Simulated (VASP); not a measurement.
## CaO: exact exchange and RPA correlation

How do cheaper functionals compare with the RPA for CaO, and at what cost? The scan starts from a database cell, scaled to the smallest volume of the series. The cell is of the rock-salt type, one of the forms listed for this formula. The start is a computed cell from the Materials Project.

Calculated with VASP 6.6.1; LDA; plane waves and PAW (Ca_sv_GW, O_GW), in the first sound run; inputs show where later runs differ.

**1. Starting point**

Symmetry: Fm-3m, No. 225, cubic system. The conventional cell has a = 4.675 Å, b = 4.675 Å, c = 4.675 Å, α = 90.00°, β = 90.00°, γ = 90.00°. Ca has 6 O at 2.34 Å nearest. Nearest to O lie 6 Ca at 2.34 Å. Farther neighbours and most contacts between anions are not listed.

Structure file:

```xyz
2
Lattice="0.0000 2.3377 2.3377 2.3377 0.0000 2.3377 2.3377 2.3377 0.0000" Properties=species:S:1:pos:R:3 pbc="T T T"
Ca    0.0000    0.0000    0.0000
O     2.3377    2.3377    2.3377
```

**2. Orbitals, volume ratio 0.92**

RPA gives no stress here, so the energy is scanned over volumes, at one cutoff and mesh. Volumes are given as ratios to a reference cell, and this first cell is that cell scaled to 0.92. Each point starts from LDA orbitals, tightly converged.

The input, INCAR:

```
SYSTEM = CaO
PREC = Accurate
ENCUT = 560
EDIFF = 1E-08
NELM = 100
ISMEAR = 0
SIGMA = 0.05
LREAL = .FALSE.
ALGO = Normal
GGA = CA
NBANDS = 14
LORBIT = 11
LWAVE = .TRUE.
LCHARG = .FALSE.
KPAR = 4
```

The input, POSCAR:

```
CaO
1.0
    0.0000000000      2.3376714131      2.3376714131
    2.3376714131      0.0000000000      2.3376714131
    2.3376714131      2.3376714131      0.0000000000
Ca O
1 1
Direct
    0.0000000000      0.0000000000      0.0000000000
    0.5000000000      0.5000000000      0.5000000000
```

The input, KPOINTS:

```
Automatic mesh
0
Gamma
6 6 6
0 0 0
```

PAW data sets: Ca_sv_GW and O_GW (LDA family, release 64).

Launch:

```bash
$ mpirun -np 4 vasp_std
```

What it wrote:

```text
[banner, memory and clock lines left out]
running    4 mpi-ranks, on    1 nodes
 distrk:  each k-point on    1 cores,    4 groups
 distr:  one band on    1 cores,    1 groups

 POSCAR found type information on POSCAR CaO
 POSCAR found :  2 types and       2 ions
 LDA part: xc-table for (Slater(with rela. corr.)+CA(PZ))
 , standard interpolation
 POSCAR, INCAR and KPOINTS ok, starting setup
 FFT: planning ... GRIDC
 FFT: planning ... GRID_SOFT
 FFT: planning ... GRID
 WAVECAR not read
 entering main loop
       N       E                     dE             d eps       ncg     rms          rms(c)
DAV:   1     0.209503649954E+03    0.20950E+03   -0.75161E+03   448   0.127E+03
DAV:   2    -0.231851874892E+01   -0.21182E+03   -0.18576E+03   528   0.511E+02
DAV:   3    -0.225823973000E+02   -0.20264E+02   -0.18757E+02   764   0.167E+02
DAV:   4    -0.230402140497E+02   -0.45782E+00   -0.45605E+00   598   0.231E+01
DAV:   5    -0.230436583121E+02   -0.34443E-02   -0.34413E-02   624   0.220E+00    0.140E+01
DAV:   6    -0.194064267599E+02    0.36372E+01   -0.10129E+01   770   0.513E+01    0.170E+01
DAV:   7    -0.192613378383E+02    0.14509E+00   -0.68664E-01   580   0.110E+01    0.830E+00
DAV:   8    -0.191735443663E+02    0.87793E-01   -0.18509E-01   634   0.636E+00    0.160E+00
DAV:   9    -0.191712518168E+02    0.22925E-02   -0.13265E-02   726   0.199E+00    0.403E-01
DAV:  10    -0.191709140992E+02    0.33772E-03   -0.34215E-03   574   0.109E+00    0.684E-02
DAV:  11    -0.191708184445E+02    0.95655E-04   -0.27012E-04   734   0.323E-01    0.461E-02
DAV:  12    -0.191708310946E+02   -0.12650E-04   -0.70239E-05   670   0.126E-01    0.723E-02
DAV:  13    -0.191708164244E+02    0.14670E-04   -0.44403E-05   710   0.118E-01    0.421E-02
DAV:  14    -0.191708166065E+02   -0.18219E-06   -0.18584E-06   472   0.126E-02    0.347E-02
DAV:  15    -0.191708164264E+02    0.18012E-06   -0.81951E-07   804   0.156E-02    0.220E-02
DAV:  16    -0.191708163918E+02    0.34609E-07   -0.65442E-08   632   0.311E-03    0.167E-03
DAV:  17    -0.191708163943E+02   -0.25029E-08   -0.14074E-09   260   0.109E-03
   1 F= -.19170816E+02 E0= -.19170816E+02  d E =-.431042E-13
 writing wavefunctions
```

The job ended after 2.4 s (4 MPI ranks of Intel Xeon 6975P-C (Granite Rapids), shared host; peak memory 0.51 GiB; 7.1 s of CPU time).

The logs omit lines about the potential files and the build; timing stands in the text.

OUTCAR, selected parts (step 2):

```text
ion  position               nearest neighbor table
   1  0.000  0.000  0.000-   2 2.34   2 2.34   2 2.34   2 2.34   2 2.34   2 2.34
   2  0.500  0.500  0.500-   1 2.34   1 2.34   1 2.34   1 2.34   1 2.34   1 2.34

  LATTYP: Found a face centered cubic cell.
 ALAT       =     4.6753428262

 Subroutine GETGRP returns: Found 48 space group operations
 (whereof 48 operations were pure point group operations)

The static configuration has the point symmetry O_h .

 Found     16 irreducible k-points:

   k-points           NKPTS =     16   k-points in BZ     NKDIM =     16   number of bands    NBANDS=     14

   dimension x,y,z NGX =    28 NGY =   28 NGZ =   28
   dimension x,y,z NGXF=    56 NGYF=   56 NGZF=   56

   ENCUT  =  560.0 eV  41.16 Ry    6.42 a.u.   6.38  6.38  6.38*2*pi/ulx,y,z

   NELECT =      16.0000    total number of electrons

 k-points in reciprocal lattice and weights: Automatic mesh
   0.00000000  0.00000000  0.00000000       0.005
   0.16666667  0.00000000  0.00000000       0.037
   0.33333333  0.00000000  0.00000000       0.037
   0.50000000  0.00000000  0.00000000       0.019
   0.16666667  0.16666667  0.00000000       0.028
   0.33333333  0.16666667  0.00000000       0.111
   0.50000000  0.16666667  0.00000000       0.111
  -0.33333333  0.16666667  0.00000000       0.111
  -0.16666667  0.16666667  0.00000000       0.056
[...]
-0.33333333  0.33333333  0.16666667       0.111
  -0.33333333  0.50000000  0.16666667       0.056

 average (electrostatic) potential at core
       1 -89.9837       2 -68.5539

 E-fermi :   5.1427

 k-point     1 :       0.0000    0.0000    0.0000
  band No.  band energies     occupation
    ...
      4     -12.8098      2.00000
      5     -10.4516      2.00000
      6       4.9033      2.00000
      7       4.9033      2.00000
      8       4.9033      2.00000
      9      10.1944      0.00000
     10      11.2170      0.00000
     11      11.2170      0.00000
     12      11.2170      0.00000
     13      12.9276      0.00000
    ...

 k-point     2 :       0.1667    0.0000    0.0000
  band No.  band energies     occupation
    ...
      4     -12.8273      2.00000
      5      -9.9110      2.00000
      6       3.9773      2.00000
      7       4.4908      2.00000
      8       4.4908      2.00000
      9      11.1191      0.00000
     10      11.4078      0.00000
     11      11.7357      0.00000
     12      11.7357      0.00000
     13      13.6561      0.00000
    ...

 k-point     3 :       0.3333    0.0000    0.0000
  band No.  band energies     occupation
    ...
      4     -12.8618      2.00000
      5      -9.1420      2.00000
      6       2.5902      2.00000
      7       3.8038      2.00000
      8       3.8038      2.00000
      9      11.6150      0.00000
     10      12.9425      0.00000
     11      12.9425      0.00000
     12      13.2403      0.00000
     13      15.1441      0.00000
    ...

  Total        0.3984291      0.3984291      0.3984291     -0.0000000     -0.0000000      0.0000000
  in kB       24.9851084     24.9851084     24.9851084     -0.0000000     -0.0000000      0.0000000
  external PRESSURE =      24.9851084 kB  Pullay stress =       0.0000000 kB

  energy-cutoff  :      560.00
  volume of cell :       25.55
      direct lattice vectors                 reciprocal lattice vectors
     0.000000000  2.337671413  2.337671413    -0.213888059  0.213888059  0.213888059
     2.337671413  0.000000000  2.337671413     0.213888059 -0.213888059  0.213888059
     2.337671413  2.337671413  0.000000000     0.213888059  0.213888059 -0.213888059

 POSITION                                       TOTAL-FORCE (eV/Angst)
 -----------------------------------------------------------------------------------
      0.00000      0.00000      0.00000         0.000000     -0.000000      0.000000
      2.33767      2.33767      2.33767        -0.000000      0.000000     -0.000000
 -----------------------------------------------------------------------------------
    total drift:                                0.000000      0.000000      0.000000

  FREE ENERGIE OF THE ION-ELECTRON SYSTEM (eV)
  ---------------------------------------------------
  free  energy   TOTEN  =       -19.1708163943 eV

  energy  without entropy=      -19.1708163943  energy(sigma->0) =      -19.17081639

 total charge
# of ion       s       p       d       tot
------------------------------------------
    1        2.212   5.933   0.395   8.540
    2        1.514   3.413   0.000   4.927
--------------------------------------------------
tot          3.726   9.346   0.395  13.467

[... 3 further parts left out ...]
```

The gap is read on the k-mesh alone, so it is an upper bound where the band edges lie off the mesh.

A gap read on the k-mesh alone can miss the band edges.

Numbers from this step:

```
free energy (TOTEN)            : -19.17 eV
Fermi energy                   : 5.143 eV
pressure                       : 2.499 GPa
gap on the k-mesh              : 3.430 eV
least direct gap on the k-mesh : 3.784 eV
```

**3. Exact exchange, volume ratio 0.92**

This step: Hartree-Fock energy on LDA orbitals; plane waves and PAW (Ca_sv_GW, O_GW) (VASP 6.6.1).

The Hartree-Fock energy is evaluated once on these orbitals (ALGO = Eigenval, NELM = 1), without letting them relax. It uses the mesh of the correlation step, and the total energy is their sum.

The input, INCAR:

```
SYSTEM = CaO
PREC = Accurate
ENCUT = 560
ISMEAR = 0
SIGMA = 0.05
LREAL = .FALSE.
GGA = CA
NBANDS = 14
ALGO = Eigenval
NELM = 1
LHFCALC = .TRUE.
AEXX = 1
ALDAC = 0
AGGAC = 0
PRECFOCK = Normal
LWAVE = .FALSE.
LCHARG = .FALSE.
```

POSCAR is that of step 2.

KPOINTS is that of step 2.

The WAVECAR or CHGCAR of an earlier step is read.

Launch:

```bash
$ mpirun -np 4 vasp_std
```

What it wrote:

```text
[banner, memory and clock lines left out]
running    4 mpi-ranks, on    1 nodes
 distrk:  each k-point on    4 cores,    1 groups
 distr:  one band on    1 cores,    4 groups

 POSCAR found type information on POSCAR CaO
 POSCAR found :  2 types and       2 ions
 LDA part: xc-table for (Slater(with rela. corr.)+CA(PZ))
 , standard interpolation
|                                                                             |
|           W    W    AA    RRRRR   N    N  II  N    N   GGGG   !!!           |
|           W    W   A  A   R    R  NN   N  II  NN   N  G    G  !!!           |
|           W    W  A    A  R    R  N N  N  II  N N  N  G       !!!           |
|           W WW W  AAAAAA  RRRRR   N  N N  II  N  N N  G  GGG   !            |
|           WW  WW  A    A  R   R   N   NN  II  N   NN  G    G                |
|           W    W  A    A  R    R  N    N  II  N    N   GGGG   !!!           |
|                                                                             |
|     The number of bands has been changed from the values supplied in        |
|     The orbitals not found in the WAVECAR file will be initialized with     |
|     random numbers, which is usually adequate. For correlated               |
|     calculations, however, you should redo the groundstate calculation.     |
|     I found NBANDS = 14. Now, NBANDS = 16.                                  |
|                                                                             |

 found WAVECAR, reading the header
  number of bands has changed, file:    14 present:    16
  trying to continue reading WAVECAR, but it might fail
 POSCAR, INCAR and KPOINTS ok, starting setup
 FFT: planning ... GRIDC
 FFT: planning ... GRID_SOFT
 FFT: planning ... GRID
 reading WAVECAR
 random initialization beyond band           14
 the WAVECAR file was read successfully
 initial charge from wavefunction
 entering main loop
       N       E                     dE             d eps       ncg     rms          rms(c)
EIG:   1    -0.318972652304E+02   -0.31897E+02    0.00000E+00     0   0.000E+00
   1 F= -.31897265E+02 E0= -.31897265E+02  d E =-.551361E-46
```

The job ended after 31 s (4 MPI ranks; peak memory 0.47 GiB; 2 min of CPU time).

OUTCAR, selected parts (step 3):

```text
The static configuration has the point symmetry O_h .

 Found     16 irreducible k-points:

   k-points           NKPTS =     16   k-points in BZ     NKDIM =    216   number of bands    NBANDS=     16

   NELECT =      16.0000    total number of electrons

  exchange ACFDT corr.  =         0.00000000  see jH, gK, PRB 81, 115126

 E-fermi :   5.4000

 k-point     1 :       0.0000    0.0000    0.0000
  band No.  band energies     occupation
    ...
      4     -20.7453      2.00000
      5     -22.0644      2.00000
      6      -0.2243      2.00000
      7      -0.2243      2.00000
      8      -0.2243      2.00000
      9      15.4465      0.00000
     10      18.6881      0.00000
     11      18.6881      0.00000
     12      18.6881      0.00000
     13      20.8438      0.00000
    ...

 k-point     2 :       0.1667    0.0000    0.0000
  band No.  band energies     occupation
    ...
      4     -20.7588      2.00000
      5     -20.8594      2.00000
      6      -1.1008      2.00000
      7      -0.6070      2.00000
      8      -0.6070      2.00000
      9      17.9794      0.00000
     10      17.0932      0.00000
     11      19.4106      0.00000
     12      19.4106      0.00000
     13      21.7382      0.00000
    ...

 POSITION                                       TOTAL-FORCE (eV/Angst)
 -----------------------------------------------------------------------------------
      0.00000      0.00000      0.00000        -0.000000      0.000000      0.000000
      2.33767      2.33767      2.33767         0.000000     -0.000000     -0.000000
 -----------------------------------------------------------------------------------
    total drift:                                0.000000      0.000000      0.000000

  FREE ENERGIE OF THE ION-ELECTRON SYSTEM (eV)
  ---------------------------------------------------
  free  energy   TOTEN  =       -31.8972652304 eV

  energy  without entropy=      -31.8972652304  energy(sigma->0) =      -31.89726523

[... 7 parts as in an earlier step ...]

[... 5 further parts left out ...]
```

This step gave:

```yaml
free_energy_toten: -31.90 eV
```

The Hartree-Fock energy on these orbitals is -15.9486 eV an atom.

**4. Empty bands, volume ratio 0.92**

This step: LDA; plane waves and PAW (Ca_sv_GW, O_GW) (VASP 6.6.1).

The next step needs empty bands that the ground-state run didn't converge, so the Hamiltonian is diagonalised exactly for NBANDS bands, in a single step. LOPTICS writes the k-derivatives of the orbitals (WAVEDER), which give the long-wavelength limit of the screening.

The input, INCAR:

```
SYSTEM = CaO
PREC = Accurate
ENCUT = 560
ISMEAR = 0
SIGMA = 0.05
LREAL = .FALSE.
GGA = CA
NBANDS = 776
ALGO = Exact
NELM = 1
LWAVE = .TRUE.
LCHARG = .FALSE.
LOPTICS = .TRUE.
NEDOS = 1000
CSHIFT = 0.1
```

POSCAR is that of step 3.

KPOINTS is that of step 3.

Launch:

```bash
$ mpirun -np 4 vasp_std
```

What it wrote:

```text
[banner, memory and clock lines left out]
running    4 mpi-ranks, on    1 nodes
 distrk:  each k-point on    4 cores,    1 groups
 distr:  one band on    1 cores,    4 groups

 POSCAR found type information on POSCAR CaO
 POSCAR found :  2 types and       2 ions
 LDA part: xc-table for (Slater(with rela. corr.)+CA(PZ))
 , standard interpolation
 found WAVECAR, reading the header
  number of bands has changed, file:    14 present:   776
  trying to continue reading WAVECAR, but it might fail
 POSCAR, INCAR and KPOINTS ok, starting setup
 FFT: planning ... GRIDC
 FFT: planning ... GRID_SOFT
 FFT: planning ... GRID
 reading WAVECAR
 random initialization beyond band           14
 the WAVECAR file was read successfully
 initial charge from wavefunction
 entering main loop
       N       E                     dE             d eps       ncg     rms          rms(c)
DIA:   1    -0.191708164133E+02   -0.19171E+02    0.00000E+00     0   0.000E+00
   1 F= -.19170816E+02 E0= -.19170816E+02  d E =-.269320E-61
 writing wavefunctions
 optical routines
 imaginary and real dielectric function
 recalculating local potential from charge density
 direction            1
 direction            2
 direction            3
```

Elapsed: 6.6 s, on 4 MPI ranks; peak memory 0.81 GiB.

Parts of OUTCAR (step 4):

```text
The static configuration has the point symmetry O_h .

 Found     16 irreducible k-points:

   k-points           NKPTS =     16   k-points in BZ     NKDIM =     16   number of bands    NBANDS=    776

   NELECT =      16.0000    total number of electrons

 E-fermi :   5.4823

 k-point     1 :       0.0000    0.0000    0.0000
  band No.  band energies     occupation
    ...
      4     -12.8100      2.00000
      5     -10.4513      2.00000
      6       4.9037      2.00000
      7       4.9037      2.00000
      8       4.9037      2.00000
      9      10.1944      0.00000
     10      11.2169      0.00000
     11      11.2169      0.00000
     12      11.2169      0.00000
     13      12.9275      0.00000
    ...

 k-point     2 :       0.1667    0.0000    0.0000
  band No.  band energies     occupation
    ...
      4     -12.8275      2.00000
      5      -9.9107      2.00000
      6       3.9776      2.00000
      7       4.4911      2.00000
      8       4.4911      2.00000
      9      11.1190      0.00000
     10      11.4079      0.00000
     11      11.7356      0.00000
     12      11.7356      0.00000
     13      13.6560      0.00000
    ...

  Total        0.3956009      0.3956009      0.3956009     -0.0000000     -0.0000000     -0.0000000
  in kB       24.8077518     24.8077518     24.8077518     -0.0000000     -0.0000000     -0.0000000
  external PRESSURE =      24.8077518 kB  Pullay stress =       0.0000000 kB

 POSITION                                       TOTAL-FORCE (eV/Angst)
 -----------------------------------------------------------------------------------
      0.00000      0.00000      0.00000        -0.000000     -0.000000     -0.000000
      2.33767      2.33767      2.33767         0.000000      0.000000      0.000000
 -----------------------------------------------------------------------------------
    total drift:                                0.000000      0.000000      0.000000

  FREE ENERGIE OF THE ION-ELECTRON SYSTEM (eV)
  ---------------------------------------------------
  free  energy   TOTEN  =       -19.1708164133 eV

  energy  without entropy=      -19.1708164133  energy(sigma->0) =      -19.17081641

 plasma frequency squared (from intraband transitions) (eV^2)
  --------------------------------------------------------------------------------------
       0.000       0.000      -0.000
       0.000       0.000      -0.000
       0.000       0.000       0.000

[... 7 parts as in an earlier step ...]

[... 5 further parts left out ...]
```

Numbers from this step:

```
gap on the k-mesh : 3.429 eV
```

WAVECAR now holds 776 bands for 16 electrons. Its independent-particle dielectric tensor has xx, yy, zz = 4.1, 4.1, 4.1 on this mesh, which isn't tested for convergence in mesh or bands and lacks local fields.

(Part 1 of 6 ends here.)

[Lines on the potential files, build, host, timing and source positions are cut from VASP's logs without a mark.]

[Logs are printed without paths, hosts, clocks, repeated set-up lines and the standing remarks that a program may print on its own settings, such as how far it seeks lower states.]

[Hosts, paths, dates, database ids (printed as entryN), source tags and the programs' standing remarks are cut or masked in the printed files.]

[Pressures printed for these runs are not shown converged in the cutoff: they can be off by several GPa and have the wrong sign.]
